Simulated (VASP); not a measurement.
# SiB2 (P1) in VASP: relaxation of cell and atoms with PBE

Aim: the relaxation of cell and atoms of SiB2 with PBE.

Program: VASP 6.6.1. These are calculated values, not measurements. Logs are shortened: lines on timing, memory, paths and dates and some standing lists are left out, and cuts for length are marked.

## (1) Starting point

The typed cell holds 15 atoms: a = 5.940 Å, b = 5.875 Å, c = 5.819 Å, α = 66.23°, β = 63.98°, γ = 64.85°.

The cell was built by a generator and needn't be a form met in nature.

## (2) Relaxation of cell and atoms, PBE

INCAR reads:

```
SYSTEM = SiB2
PREC = Normal ; ENCUT = 520
EDIFF = 1E-5 ; ISMEAR = 0
SIGMA = 0.15 ; LREAL = Auto
LASPH = .True. ; NELM = 80
ALGO = Fast ; ISIF = 3
LWAVE = .False. ; LCHARG = .False.
GGA = PE ; IBRION = 2
NSW = 110 ; EDIFFG = -0.03
ISYM = 0 ; KPAR = 4
```

KPOINTS reads:

```
regular mesh
0
Gamma
  5 5 5
  0 0 0
```

POSCAR reads:

```
SiB2
1.0
    3.1969223200      1.8155209500      4.6654277400
   -3.1379087500      1.9073607800      4.5866056100
    0.1090424000     -3.5954874800      4.5742705300
Si B
5 10
Direct
    0.7281920900      0.7400018300      0.7618059400
    0.3505091100      0.3207813100      0.3811493400
    0.7347786800      0.1947659100      0.7240450800
    0.7193595300      0.7186598300      0.1972483700
    0.1952762600      0.7016023200      0.7292682600
    0.8454540800      0.3290737200      0.8591819600
    0.3347559200      0.8859750000      0.8721731300
    0.8883831700      0.8577444800      0.3159296100
    0.1338994500      0.6515670200      0.1455228900
    0.1485743000      0.1326498100      0.6604278800
    0.6630552600      0.1123771100      0.1432709900
    0.5051928700      0.4828344900      0.4888916500
    0.1593696800      0.1972658200      0.9376175400
    0.9018408700      0.2020107200      0.1893217200
    0.1888783400      0.9165920100      0.2027709500
```

Potentials or basis: VASP PAW PBE potentials, release 64 (Si, B).

On the command line:

```bash
$ cat potpaw_PBE.64/Si/POTCAR potpaw_PBE.64/B/POTCAR > POTCAR
$ mpirun -np 4 vasp_std > vasp.out
```

OUTCAR:

```text
SYSTEM = SiB2
   PREC = Normal
   ENCUT = 520
   EDIFF = 1E-5
   ISMEAR = 0
   LREAL = Auto
   LASPH = .True.
   NELM = 80
   ISIF = 3
   GGA = PE
   IBRION = 2
   NSW = 110
   EDIFFG = -0.03
   ISYM = 0

 ion  position               nearest neighbor table
   1  0.728  0.740  0.762-   7 2.01   6 2.11   8 2.25   4 2.46   3 2.61   5 2.61
   2  0.351  0.321  0.381-  10 1.81  12 1.97  11 2.01   9 2.14
   3  0.735  0.195  0.724-   6 1.75  12 2.10  11 2.16  10 2.20   1 2.61   5 3.02   4 3.03
   4  0.719  0.719  0.197-   8 1.98  12 2.03  11 2.10   9 2.22   1 2.46   5 2.94   3 3.03
   5  0.195  0.702  0.729-  12 2.04   7 2.16   9 2.20  10 2.31   1 2.61   4 2.94   3 3.02
   6  0.845  0.329  0.859-   3 1.75  10 1.84  11 1.85  13 1.88  14 1.89   1 2.11
   7  0.335  0.886  0.872-  15 1.78  13 1.78  10 1.80   9 1.95   1 2.01   5 2.16
   8  0.888  0.858  0.316-   9 1.67  15 1.75  11 1.82  14 1.88   4 1.98   1 2.25
   9  0.134  0.652  0.146-   8 1.67  15 1.89   7 1.95   2 2.14   5 2.20   4 2.22
  10  0.149  0.133  0.660-   7 1.80   2 1.81  13 1.83   6 1.84   3 2.20   5 2.31
  11  0.663  0.112  0.143-   8 1.82   6 1.85  14 1.86   2 2.01   4 2.10   3 2.16
  12  0.505  0.483  0.489-   2 1.97   4 2.03   5 2.04   3 2.10
  13  0.159  0.197  0.938-  14 1.59  15 1.75   7 1.78  10 1.83   6 1.88
  14  0.902  0.202  0.189-  13 1.59  15 1.82  11 1.86   8 1.88   6 1.89
  15  0.189  0.917  0.203-   8 1.75  13 1.75   7 1.78  14 1.82   9 1.89

IMPORTANT INFORMATION: All symmetrisations will be switched off!
NOSYMM: (Re-)initialisation of all symmetry stuff for point group C_1.

----------------------------------------------------------------------------------------

                                     Primitive cell

  volume of cell :     159.2470

  direct lattice vectors                    reciprocal lattice vectors
     3.196922320  1.815520950  4.665427740     0.158344385  0.093275092  0.069541837
    -3.137908750  1.907360780  4.586605610    -0.157485994  0.088635006  0.073423446
     0.109042400 -3.595487480  4.574270530    -0.003589238 -0.184007923  0.074064967

  length of vectors
     5.939919582  5.875495510  5.819224291     0.196492377  0.195061541  0.198387040

  position of ions in fractional coordinates (direct lattice)
     0.728192090  0.740001830  0.761805940
     0.350509110  0.320781310  0.381149340
     0.734778680  0.194765910  0.724045080
     0.719359530  0.718659830  0.197248370
     0.195276260  0.701602320  0.729268260
     0.845454080  0.329073720  0.859181960
     0.334755920  0.885975000  0.872173130
     0.888383170  0.857744480  0.315929610
     0.133899450  0.651567020  0.145522890
     0.148574300  0.132649810  0.660427880
     0.663055260  0.112377110  0.143270990
     0.505192870  0.482834490  0.488891650
     0.159369680  0.197265820  0.937617540
     0.901840870  0.202010720  0.189321720
     0.188878340  0.916592010  0.202770950

  ion indices of the primitive-cell ions
   primitive index   ion index
                 1           1
                 2           2
                 3           3
                 4           4
                 5           5
                 6           6
                 7           7
                 8           8
                 9           9
                10          10
                11          11
                12          12
                13          13
                14          14
                15          15

----------------------------------------------------------------------------------------

 KPOINTS: regular mesh

Automatic generation of k-mesh.
 Grid dimensions read from file:
 generate k-points for:    5    5    5

 Generating k-lattice:

  Cartesian coordinates                     Fractional coordinates (reciprocal lattice)
     0.031668877  0.018655018  0.013908367     0.200000000  0.000000000  0.000000000
    -0.031497199  0.017727001  0.014684689     0.000000000  0.200000000  0.000000000
    -0.000717848 -0.036801585  0.014812993     0.000000000 -0.000000000  0.200000000

  Length of vectors
     0.039298475  0.039012308  0.039677408

  Shift w.r.t. Gamma in fractional coordinates (k-lattice)
     0.000000000  0.000000000  0.000000000

 Subroutine IBZKPT returns following result:
 ===========================================

 Found     63 irreducible k-points:

 Following reciprocal coordinates:
            Coordinates               Weight
  0.000000  0.000000  0.000000      1.000000
  0.200000  0.000000 -0.000000      2.000000
  0.400000 -0.000000  0.000000      2.000000
  0.000000  0.200000 -0.000000      2.000000
  0.200000  0.200000 -0.000000      2.000000
  0.400000  0.200000 -0.000000      2.000000
[... 16 lines left out ...]
 -0.200000  0.200000  0.200000      2.000000
  0.000000  0.400000  0.200000      2.000000
 [... further k-points ...]
   k-points           NKPTS =     63   k-points in BZ     NKDIM =     63   number of bands    NBANDS=     33
   number of dos      NEDOS =    301   number of ions     NIONS =     15
   total plane-waves  NPLWV =  41472
   dimension x,y,z NGX =    36 NGY =   36 NGZ =   32
   dimension x,y,z NGXF=    72 NGYF=   72 NGZF=   64
   ions per type =               5  10
   NGX,Y,Z   is equivalent  to a cutoff of  10.08, 10.19,  9.14 a.u.
   NGXF,Y,Z  is equivalent  to a cutoff of  20.15, 20.37, 18.28 a.u.
 SYSTEM =  SiB2
   PREC   = normal    normal or accurate (medium, high low for compatibility)
   ISTART =      0    job   : 0-new  1-cont  2-samecut
   ICHARG =      2    charge: 1-file 2-atom 10-const
   ISPIN  =      1    spin polarized calculation?
   LNONCOLLINEAR =      F non collinear calculations
   LSORBIT =      F    spin-orbit coupling
   LASPH  =      T    aspherical Exc in radial PAW
   ENCUT  =  520.0 eV  38.22 Ry    6.18 a.u.  11.04 10.92 10.82*2*pi/ulx,y,z
   NELM   =     80;   NELMIN=  2; NELMDL= -5     # of ELM steps
   EDIFF  = 0.1E-04   stopping-criterion for ELM
   LREAL  =      T    real-space projection
   EDIFFG = -.3E-01   stopping-criterion for IOM
   NSW    =    110    number of steps for IOM
   IBRION =      2    ionic relax: 0-MD 1-quasi-New 2-CG
   NFREE  =      1    steps in history (QN), initial steepest desc. (CG)
   ISIF   =      3    stress and relaxation
   ISYM   =      0    0-nonsym 1-usesym 2-fastsym
   POTIM  = 0.5000    time-step for ionic-motion
   TEBEG  =    0.0;   TEEND  =   0.0 temperature during run
   PSTRESS=    0.0 pullay stress
   NELECT =      50.0000    total number of electrons
   NUPDOWN=      -1.0000    fix difference up-down
   EMIN   =  10.00;   EMAX   =-10.00  energy-range for DOS
   EFERMI =   0.00;   METHOD = LEGACY
   ISMEAR =     0;   SIGMA  =   0.15  broadening in eV -4-tet -1-fermi 0-gaus
   EFERMI_NEDOS =   21; number of points for ismear=-14 and -15
   IALGO  =     68    algorithm
   IMIX   =      4    mixing-type and parameters
     AMIX     =   0.40;   BMIX     =  1.00
     AMIX_MAG =   1.60;   BMIX_MAG =  1.00
  volume/ion in A,a.u.               =      10.62        71.64
  Fermi-wavevector in a.u.,A,eV,Ry     =   1.112691  2.102680 16.845106  1.238080
  Thomas-Fermi vector in A             =   2.249267
   LORBIT       =      0    0 simple, 1 ext, 2 COOP (PROOUT), +10 PAW based schemes
   GGA     = PE    functional components
   LHFCALC =     F    Hartree Fock is set to
   AEXX    =    0.0000 exact exchange contribution
   IVDW    =     0    specifies the selected vdW correction
   LEPSILON=     F    determine dielectric tensor
   LRPA    =     F    only Hartree local field effects (RPA)
 conjugate gradient relaxation of ions
 non-spin polarized calculation
 RMM-DIIS sequential band-by-band and
 Gauss-broadening in eV      SIGMA  =   0.15
  energy-cutoff  :      520.00
  volume of cell :      159.25
 maximum number of plane-waves:      4311
   NGX = 23   NGY = 21   NGZ = 21

--------------------------------------- Ionic step        1  -------------------------------------------

 number of electron      50.0000000 magnetization

 Free energy of the ion-electron system (eV)
  ---------------------------------------------------
  ext. energy  EPLUGINS =         0.00000000
  ---------------------------------------------------
  free energy    TOTEN  =       -85.68759851 eV

  energy without entropy =      -85.64185187  energy(sigma->0) =      -85.66472519

------------------------ aborting loop because EDIFF is reached ----------------------------------------

  FORCE on cell =-STRESS in cart. coord.  units (eV):
  Direction    XX          YY          ZZ          XY          YZ          ZX
  --------------------------------------------------------------------------------------
  -------------------------------------------------------------------------------------
  Total       -1.2899483      6.4196603      0.2785329      7.0339273      1.5961165     -1.0880370
  in kB      -12.9781158     64.5879340      2.8023080     70.7680481     16.0584615    -10.9466946
  external PRESSURE =      18.1373754 kB  Pullay stress =       0.0000000 kB
[... 128 lines left out ...]
  FREE ENERGIE OF THE ION-ELECTRON SYSTEM (eV)
  ---------------------------------------------------
  free  energy   TOTEN  =       -87.4959310932 eV

  energy  without entropy=      -87.4520336127  energy(sigma->0) =      -87.47398235

[... ionic steps 4 to 60 ...]

--------------------------------------- Ionic step       61  -------------------------------------------

 number of electron      49.9999998 magnetization

------------------------ aborting loop because EDIFF is reached ----------------------------------------

  FORCE on cell =-STRESS in cart. coord.  units (eV):
  Direction    XX          YY          ZZ          XY          YZ          ZX
  --------------------------------------------------------------------------------------
  -------------------------------------------------------------------------------------
  Total       -0.0042290      0.0250254      0.0316228      0.0176522      0.0120672     -0.0196648
  in kB       -0.0406894      0.2407813      0.3042581      0.1698405      0.1161041     -0.1892046
  external PRESSURE =       0.1681167 kB  Pullay stress =       0.0000000 kB
[... 83 lines left out ...]
  energy  without entropy=      -88.6054611918  energy(sigma->0) =      -88.61777603

--------------------------------------- Ionic step       63  -------------------------------------------

 number of electron      49.9999998 magnetization

 Free energy of the ion-electron system (eV)
  ---------------------------------------------------
  ext. energy  EPLUGINS =         0.00000000
  ---------------------------------------------------
  free energy    TOTEN  =       -88.63039454 eV

  energy without entropy =      -88.60557574  energy(sigma->0) =      -88.61798514

 E-fermi :   6.2099     XC(G=0): -10.5947

 val. band max:        6.2028966577   @ k =   0.4000   0.2000   0.4000
 cond. band min:       6.2377697426   @ k =   0.4000  -0.2000   0.4000
 fundamental gap:      0.0348730848
 Fermi energy:         6.2098863847

 k-point     1 :       0.0000    0.0000    0.0000
  band No.  band energies     occupation
      1      -8.7853      2.00000
      2      -5.3589      2.00000
      3      -5.3078      2.00000
      4      -4.6973      2.00000
      5      -2.8424      2.00000
      6      -2.3384      2.00000
[... 853 lines left out ...]
     32       9.8404      0.00000
     33      10.1526      0.00000

 [... further k-points ...]

------------------------ aborting loop because EDIFF is reached ----------------------------------------

  FORCE on cell =-STRESS in cart. coord.  units (eV):
  Direction    XX          YY          ZZ          XY          YZ          ZX
  --------------------------------------------------------------------------------------
  -------------------------------------------------------------------------------------
  Total        0.0020833      0.0020778     -0.0624292     -0.0125716     -0.0095645      0.0132624
  in kB        0.0200453      0.0199931     -0.6007003     -0.1209656     -0.0920308      0.1276123
  external PRESSURE =      -0.1868873 kB  Pullay stress =       0.0000000 kB
[... 30 lines left out ...]
  FREE ENERGIE OF THE ION-ELECTRON SYSTEM (eV)
  ---------------------------------------------------
  free  energy   TOTEN  =       -88.6303945433 eV

  energy  without entropy=      -88.6055757427  energy(sigma->0) =      -88.61798514

 reached required accuracy - stopping structural energy minimisation
```

Wall time 20 min (4 MPI ranks of Intel Xeon Platinum 8259CL at 2.50GHz (Skylake/Cascade Lake), shared host); peak memory 0.33 GiB.

Results:

* Free energy: -88.6304 eV
* Relaxed volume: 11.10 Å³/atom
* Relaxed cell: a = 6.396 Å, b = 5.146 Å, c = 6.393 Å, α = 65.84°, β = 64.80°, γ = 65.82°
* Space group after relaxing (to 0.05 Å): Cm (No. 8)
* Energy gained by relaxing: 196.2 meV/atom
* Ionic steps: 63
* Pressure after relaxing: 0.0 GPa
* Largest force after relaxing: 0.028 eV/Å
* Band gap on the k mesh: none (metal or under the smearing width)

Forces on the atoms (eV/Å):
```
Si   0.019 -0.012  0.002
Si   0.006  0.024  0.005
Si  -0.019  0.010 -0.019
Si  -0.002 -0.001  0.010
Si  -0.003 -0.001 -0.002
B    0.006 -0.002  0.007
B   -0.002 -0.008 -0.006
B   -0.004  0.001  0.003
B   -0.028  0.005  0.000
B    0.006 -0.012  0.001
B    0.005 -0.005 -0.010
B    0.004 -0.012 -0.006
B   -0.001  0.008  0.000
B    0.003  0.006  0.012
B    0.011  0.000  0.002
```

Step by step:
```tsv
step	energy change (eV)	largest force (eV/Å)	pressure (GPa)	volume (Å³)
1	0.0000	6.5272	1.81	159.25
3	-1.8083	1.3104	-2.09	160.89
5	-2.1906	0.9328	2.28	158.03
7	-2.2741	0.3905	-0.04	160.27
9	-2.2991	0.2763	-0.24	160.77
11	-2.3139	0.1806	-0.01	160.60
13	-2.3213	0.1410	-0.23	160.49
15	-2.3250	0.1524	0.28	159.89
17	-2.3301	0.1634	-0.03	159.88
19	-2.3362	0.1469	-0.19	159.80
21	-2.3373	0.1647	-0.28	159.76
23	-2.3456	0.1884	0.08	159.20
25	-2.3484	0.2324	0.42	158.70
27	-2.3646	0.3041	0.18	158.59
29	-2.3717	0.3553	0.08	158.48
31	-2.3994	0.3897	0.08	158.49
33	-2.4219	0.3859	0.35	158.64
35	-2.4655	0.3530	0.21	159.66
37	-2.5281	0.2621	-0.23	161.76
39	-2.5655	0.3068	-0.11	162.04
41	-2.6095	0.3779	0.04	162.16
43	-2.6911	0.3913	0.35	162.72
45	-2.7746	0.5304	-0.26	164.85
47	-2.8437	0.4145	0.16	165.44
49	-2.9095	0.2470	0.15	166.56
51	-2.9271	0.2060	-0.17	167.13
53	-2.9353	0.1211	-0.09	167.04
55	-2.9389	0.0999	-0.04	166.83
57	-2.9409	0.0602	0.04	166.61
59	-2.9421	0.0469	-0.02	166.59
61	-2.9425	0.0423	0.02	166.52
63	-2.9428	0.0284	-0.02	166.51
```

Final structure:
```yaml
crystal:
  lattice:
    - [3.73463, 1.80460, 4.86935]
    - [-2.58018, 1.49723, 4.19327]
    - [0.30345, -4.12761, 4.87205]
  atoms:
    - { symbol: Si, position: [0.68498, 0.74759, 0.69217] }
    - { symbol: Si, position: [0.36879, 0.31049, 0.37656] }
    - { symbol: Si, position: [0.74398, 0.12061, 0.75129] }
    - { symbol: Si, position: [0.75615, 0.63746, 0.25040] }
    - { symbol: Si, position: [0.24370, 0.63708, 0.76452] }
    - { symbol: B, position: [0.85172, 0.33668, 0.85904] }
    - { symbol: B, position: [0.31203, 0.89214, 0.89082] }
    - { symbol: B, position: [0.88361, 0.89113, 0.31900] }
    - { symbol: B, position: [0.17325, 0.66019, 0.17981] }
    - { symbol: B, position: [0.13030, 0.10946, 0.67875] }
    - { symbol: B, position: [0.67130, 0.10957, 0.13751] }
    - { symbol: B, position: [0.53313, 0.45003, 0.54052] }
    - { symbol: B, position: [0.12813, 0.27014, 0.88276] }
    - { symbol: B, position: [0.87481, 0.26972, 0.13592] }
    - { symbol: B, position: [0.14165, 0.00164, 0.14957] }
```

Levels at points of the mesh, in eV from the Fermi level:
```tsv
k point	band 23	band 24	band 25	band 26	band 27	band 28
(0.00, 0.00, 0.00)	-0.62	-0.16	0.12	1.03	1.88	2.03
```
